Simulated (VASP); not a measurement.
# AlB3P4 in VASP: a series of runs, part 2 of 2

VASP 6.6.1. The steps go on from the part before.

## (3) Relaxation of cell and atoms, PBE

This run uses another cell than the first one, of 12.85 Å³/atom, 0.931 times its volume.

INCAR

```
PREC = Normal
ENCUT = 520
EDIFF = 1E-4
ISMEAR = 0
SIGMA = 0.15
LREAL = False
LASPH = True
NELM = 60
ALGO = Fast
ISIF = 3
LWAVE = False
LCHARG = False
GGA = PE
IBRION = 2
NSW = 24
EDIFFG = -0.08
KPAR = 4
```

KPOINTS

```
regular mesh
0
Gamma
  4 4 2
```

POSCAR

```
AlB3P4
1.0
    3.8272354900      0.0000000000      0.0000000000
    0.0000000000      3.8272354900      0.0000000000
    0.0000000000      0.0000000000      7.0167085000
Al B P
1 3 4
Direct
    0.0000000000      0.0000000000      0.5000000000
    0.0000000000      0.0000000000      0.0000000000
    0.5000000000      0.5000000000      0.3508000100
    0.5000000000      0.5000000000      0.6491999900
    0.5000000000      0.0000000000      0.1741100000
    0.0000000000      0.5000000000      0.1741100000
    0.5000000000      0.0000000000      0.8258900000
    0.0000000000      0.5000000000      0.8258900000
```

Potentials or basis: VASP PAW PBE potentials, release 64 (Al, B, P).

Started as:

```bash
cat potpaw_PBE.64/Al/POTCAR potpaw_PBE.64/B/POTCAR potpaw_PBE.64/P/POTCAR > POTCAR
mpirun -np 4 vasp_std > vasp.out
```

OUTCAR:

```text
PREC = Normal
   ENCUT = 520
   EDIFF = 1E-4
   ISMEAR = 0
   LREAL = False
   LASPH = True
   NELM = 60
   ISIF = 3
   GGA = PE
   IBRION = 2
   NSW = 24
   EDIFFG = -0.08

 ion  position               nearest neighbor table
   1  0.000  0.000  0.500-   5 2.98   6 2.98   7 2.98   8 2.98   6 2.98   8 2.98   5 2.98   7 2.98

   2  0.000  0.000  0.000-   5 2.27   6 2.27   7 2.27   8 2.27   6 2.27   8 2.27   5 2.27   7 2.27

   3  0.500  0.500  0.351-   4 2.09   5 2.28   6 2.28   5 2.28   6 2.28
   4  0.500  0.500  0.649-   3 2.09   7 2.28   8 2.28   7 2.28   8 2.28
   5  0.500  0.000  0.174-   2 2.27   2 2.27   3 2.28   3 2.28   7 2.44   6 2.71   6 2.71   6 2.71
                             6 2.71   1 2.98   1 2.98
   6  0.000  0.500  0.174-   2 2.27   2 2.27   3 2.28   3 2.28   8 2.44   5 2.71   5 2.71   5 2.71
                             5 2.71   1 2.98   1 2.98
   7  0.500  0.000  0.826-   2 2.27   2 2.27   4 2.28   4 2.28   5 2.44   8 2.71   8 2.71   8 2.71
                             8 2.71   1 2.98   1 2.98
   8  0.000  0.500  0.826-   2 2.27   2 2.27   4 2.28   4 2.28   6 2.44   7 2.71   7 2.71   7 2.71
[... 612 lines left out ...]

------------------------ aborting loop because EDIFF is reached ----------------------------------------
[... 79 lines left out ...]
--------------------------------------- Ionic step       22  -------------------------------------------

 number of electron      32.0000001 magnetization

 Free energy of the ion-electron system (eV)
  ---------------------------------------------------
  ext. energy  EPLUGINS =         0.00000000
  ---------------------------------------------------
  free energy    TOTEN  =       -40.35398174 eV

  energy without entropy =      -40.31666040  energy(sigma->0) =      -40.33532107

 E-fermi :   9.3686     XC(G=0): -11.5061

 val. band max:        9.3332734607   @ k =   0.5000   0.0000   0.0000
 cond. band min:       9.4517454545   @ k =   0.0000   0.0000   0.0000
 fundamental gap:      0.1184719938
 Fermi energy:         9.3686437530

 k-point     1 :       0.0000    0.0000    0.0000
  band No.  band energies     occupation
      1      -6.9358      2.00000
      2      -3.0664      2.00000
      3      -1.6071      2.00000
      4      -0.7713      2.00000
      5       1.4133      2.00000
      6       1.4133      2.00000
[... 312 lines left out ...]
  FREE ENERGIE OF THE ION-ELECTRON SYSTEM (eV)
  ---------------------------------------------------
  free  energy   TOTEN  =       -40.3539817419 eV

  energy  without entropy=      -40.3166603966  energy(sigma->0) =      -40.33532107

 reached required accuracy - stopping structural energy minimisation
```

OSZICAR:

```text
N       E                     dE             d eps       ncg     rms          rms(c)
DAV:   1     0.969610078627E+02    0.96961E+02   -0.13944E+04   504   0.135E+03
DAV:   2    -0.299311306062E+02   -0.12689E+03   -0.12074E+03   659   0.199E+02
DAV:   3    -0.379550277258E+02   -0.80239E+01   -0.74693E+01   670   0.460E+01
DAV:   4    -0.381353841844E+02   -0.18036E+00   -0.17749E+00   635   0.687E+00
[... 171 lines left out ...]
       N       E                     dE             d eps       ncg     rms          rms(c)
DAV:   1    -0.403579585950E+02   -0.21532E-01   -0.14532E+00   504   0.692E+00    0.409E-01
RMM:   2    -0.403546247008E+02    0.33339E-02   -0.24205E-02   505   0.914E-01    0.231E-01
RMM:   3    -0.403540392311E+02    0.58547E-03   -0.81264E-03   513   0.416E-01    0.832E-02
RMM:   4    -0.403539817419E+02    0.57489E-04   -0.81777E-04   483   0.169E-01
  22 F= -.40353982E+02 E0= -.40335321E+02  d E =-.175638E-01
```

CONTCAR:

```text
AlB3P4
   1.00000000000000
     4.1735065877179451   -0.0000000000000000   -0.0000000000000000
     0.0000000000000000    4.1735065877179451   -0.0000000000000000
    -0.0000000000000000    0.0000000000000000    5.2957422961074903
  Al              B               P
     1     3     4
Direct
     0.0000000000000000    0.0000000000000000    0.5000000000000000
     0.0000000000000000    0.0000000000000000    0.0000000000000000
     0.5000000000000000    0.5000000000000000    0.3305298147049932
     0.5000000000000000    0.5000000000000000    0.6694701852950069
     0.5000000000000000    1.0000000000000000    0.2152160821301437
     0.0000000000000000    0.5000000000000000    0.2152160821301438
     0.5000000000000000    0.0000000000000000    0.7847839178698562
     0.0000000000000000    0.5000000000000000    0.7847839178698562

  0.00000000E+00  0.00000000E+00  0.00000000E+00
  0.00000000E+00  0.00000000E+00  0.00000000E+00
  0.00000000E+00  0.00000000E+00  0.00000000E+00
  0.00000000E+00  0.00000000E+00  0.00000000E+00
  0.00000000E+00  0.00000000E+00  0.00000000E+00
  0.00000000E+00  0.00000000E+00  0.00000000E+00
  0.00000000E+00  0.00000000E+00  0.00000000E+00
  0.00000000E+00  0.00000000E+00  0.00000000E+00
```

It took 85 s on 4 MPI ranks of Intel Xeon Platinum 8488C (Sapphire Rapids), shared host; peak memory 0.17 GiB.

What came out:

| Property | Result |
| --- | --- |
| Free energy | -40.3540 eV |
| Relaxed volume | 11.53 Å³/atom |
| Relaxed cell | a = 4.174 Å, b = 4.174 Å, c = 5.296 Å, α = 90.00°, β = 90.00°, γ = 90.00° |
| Space group after relaxing (to 0.05 Å) | P4/mmm (No. 123) |
| Energy gained by relaxing | 372.5 meV/atom |
| Ionic steps | 22 |
| Pressure after relaxing | -0.1 GPa |
| Largest force after relaxing | 0.019 eV/Å |
| Band gap on the k mesh | none (metal or under the smearing width) |

Forces in eV/Å, atoms in the order of the input:
```
Al   0.000  0.000  0.000
B    0.000  0.000  0.000
B    0.000  0.000 -0.008
B    0.000  0.000  0.008
P    0.000  0.000  0.019
P    0.000  0.000  0.019
P    0.000  0.000 -0.019
P    0.000  0.000 -0.019
```

Step by step:
```
step  energy change (eV)  largest force (eV/Å)  pressure (GPa)  volume (Å³)
   1              0.0000                1.1663           -5.44       102.78
   2             -0.4725                1.3461            0.60        96.40
   3             -0.6609                1.2545            9.55        89.57
   4             -0.9276                1.0919           10.44        89.56
   5             -1.3714                0.8558           11.92        89.40
   6             -0.8572                2.0234           19.18        88.42
   7             -1.4246                0.9598           13.01        89.13
   8             -1.8562                1.1249            4.85        94.28
   9             -1.9424                1.0958            1.82        96.69
  10             -2.0027                1.1279           -3.19       101.52
  11             -2.0201                0.8829           -1.40        99.66
  12             -2.2286                0.9563           -3.08        99.96
  13             -2.3012                1.1957           -4.42       100.18
  14             -2.5348                0.9062           -3.54        97.21
  15             -2.7584                0.6890            4.74        88.62
  16             -2.7767                0.9697            1.90        90.80
  17             -2.7801                0.9251            2.60        90.20
  18             -2.8394                0.8150            3.01        89.83
  19             -2.8587                0.7211            2.65        89.95
  20             -2.9483                0.5906           -0.08        92.04
  21             -2.9627                0.4770           -1.38        93.14
  22             -2.9803                0.0190           -0.05        92.24
```

Final structure:
```cif
data_structure
_symmetry_space_group_name_H-M 'P 1'
_symmetry_Int_Tables_number 1
_cell_length_a 4.1735
_cell_length_b 4.1735
_cell_length_c 5.2957
_cell_angle_alpha 90.000
_cell_angle_beta 90.000
_cell_angle_gamma 90.000
_cell_volume 92.24
loop_
_atom_site_label
_atom_site_type_symbol
_atom_site_fract_x
_atom_site_fract_y
_atom_site_fract_z
_atom_site_occupancy
Al1 Al 0.00000 0.00000 0.50000 1
B1 B 0.00000 0.00000 0.00000 1
B2 B 0.50000 0.50000 0.33053 1
B3 B 0.50000 0.50000 0.66947 1
P1 P 0.50000 0.00000 0.21522 1
P2 P 0.00000 0.50000 0.21522 1
P3 P 0.50000 0.00000 0.78478 1
P4 P 0.00000 0.50000 0.78478 1
```

Caveat: the k mesh is coarse (spacing up to 0.45 Å⁻¹), so the values aren't converged; the relaxation stopped at a loose force limit of 0.08 eV/Å, so its end isn't a converged minimum.
